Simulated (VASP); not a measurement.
Output of a VASP run:

### OSZICAR
```
       N       E                     dE             d eps       ncg     rms          rms(c)
DAV:   1     0.925285009548E+02    0.92529E+02   -0.65278E+03  2956   0.106E+03
DAV:   2    -0.645820781022E+01   -0.98987E+02   -0.96674E+02  3210   0.382E+02
DAV:   3    -0.104559321111E+02   -0.39977E+01   -0.38506E+01  4266   0.626E+01
DAV:   4    -0.106350371691E+02   -0.17911E+00   -0.17799E+00  3910   0.124E+01
DAV:   5    -0.106412737085E+02   -0.62365E-02   -0.62344E-02  4450   0.188E+00    0.735E+00
RMM:   6    -0.102375879327E+02    0.40369E+00   -0.54256E-01  3031   0.992E+00    0.257E+00
RMM:   7    -0.102081131231E+02    0.29475E-01   -0.88111E-01  3436   0.807E+00    0.108E+00
RMM:   8    -0.102100310086E+02   -0.19179E-02   -0.71840E-02  3235   0.348E+00    0.553E-01
RMM:   9    -0.102131339734E+02   -0.31030E-02   -0.28119E-02  3620   0.177E+00    0.883E-02
RMM:  10    -0.102138711994E+02   -0.73723E-03   -0.77170E-03  3788   0.760E-01    0.869E-02
RMM:  11    -0.102143289237E+02   -0.45772E-03   -0.36319E-03  4080   0.425E-01    0.187E-01
RMM:  12    -0.102142895849E+02    0.39339E-04   -0.11107E-03  3927   0.306E-01    0.976E-02
RMM:  13    -0.102143562654E+02   -0.66680E-04   -0.74864E-04  3382   0.175E-01    0.844E-02
RMM:  14    -0.102143877748E+02   -0.31509E-04   -0.28573E-04  2965   0.126E-01    0.885E-02
RMM:  15    -0.102144114672E+02   -0.23692E-04   -0.20550E-04  2839   0.910E-02    0.980E-02
RMM:  16    -0.102144050010E+02    0.64662E-05   -0.10403E-04  2971   0.108E-01    0.534E-02
RMM:  17    -0.102144045523E+02    0.44872E-06   -0.70235E-05  2623   0.919E-02
   1 F= -.10214405E+02 E0= -.10214177E+02  d E =-.102144E+02
```

OUTCAR:
```
------------------------ aborting loop because EDIFF is reached ----------------------------------------
  FORCE on cell =-STRESS in cart. coord.  units (eV):
  Direction    XX          YY          ZZ          XY          YZ          ZX
  --------------------------------------------------------------------------------------
  Total       -0.1191974     -0.1191974     -0.1191974      0.0000000     -0.0000000      0.0000000
  in kB      -10.5455796    -10.5455796    -10.5455796      0.0000000     -0.0000000      0.0000000
  external PRESSURE =     -10.5455796 kB  Pullay stress =       0.0000000 kB
  volume of cell :       18.11
      direct lattice vectors                 reciprocal lattice vectors
    -1.654305296  1.654305296  1.654305296     0.000000000  0.302241673  0.302241673
     1.654305296 -1.654305296  1.654305296     0.302241673  0.000000000  0.302241673
     1.654305296  1.654305296 -1.654305296     0.302241673  0.302241673  0.000000000
 POSITION                                       TOTAL-FORCE (eV/Angst)
 -----------------------------------------------------------------------------------
      0.00000      0.00000      0.00000        -0.000000      0.000000     -0.000000
 -----------------------------------------------------------------------------------
    total drift:                               -0.000000     -0.000000     -0.000000
  FREE ENERGIE OF THE ION-ELECTRON SYSTEM (eV)
  ---------------------------------------------------
  free  energy   TOTEN  =       -10.2144045523 eV

  energy  without entropy=      -10.2137217439  energy(sigma->0) =      -10.21417695

 reached required accuracy - stopping structural energy minimisation
```
(Selected blocks of OUTCAR.)

### POSCAR
```
Nb
1
   -1.6543052960     1.6543052960     1.6543052960
    1.6543052960    -1.6543052960     1.6543052960
    1.6543052960     1.6543052960    -1.6543052960
Nb
1
Direct
  0.0000000000   0.0000000000   0.0000000000
```

Write an INCAR and KPOINTS that could have produced this output.

This is not unique; one that fits is the input of the run itself, PBE GGA, plane waves, VASP's PBE PAW potentials (set 64).

### INCAR
```
! general
SYSTEM  = Nb
PREC    = Normal
ENCUT   = 400   ! plane-wave cut-off (eV)
LREAL   = .False.
LASPH   = .True.   ! aspherical one-centre terms

! electronic loop
EDIFF   = 1E-5
NELM    = 100
NELMIN  = 4
ALGO    = Fast   ! Davidson, then RMM-DIIS
LMAXMIX = 4   ! l cut-off of mixed one-centre charges

! smearing
ISMEAR  = 1
SIGMA   = 0.1   ! width (eV)

! functional
GGA     = PE   ! PBE

! ions
IBRION  = 2
NSW     = 20   ! most ionic steps
ISIF    = 2
EDIFFG  = -0.03   ! ionic stop

! output
LWAVE   = .False.
LCHARG  = .False.
```

**KPOINTS**
```
Automatic mesh
0
Gamma
16 16 16
0 0 0
```

POTCAR, in this order: Nb_sv (PBE.64 set). Program: vasp_std.

The compound is Nb in the bcc structure. It was relaxed first.
